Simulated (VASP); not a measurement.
Level of theory: r2SCAN meta-GGA, VASP's PBE PAW potentials (set 64) (plane waves; VASP). Each cell was relaxed at this level, without spin-orbit coupling.

### Question
Which of these comes out without a gap?
A. Se, P3_121 (152)
B. RuAl, Pm-3m (221)
C. KTaO3, Pm-3m (221)
D. SiO2, P4_12_12 (92)

### Answer
B, RuAl, Pm-3m (221). The others have gaps of 6.35 eV (SiO2, P4_12_12 (92)), 2.58 eV (KTaO3, Pm-3m (221)), 1.32 eV (Se, P3_121 (152)).
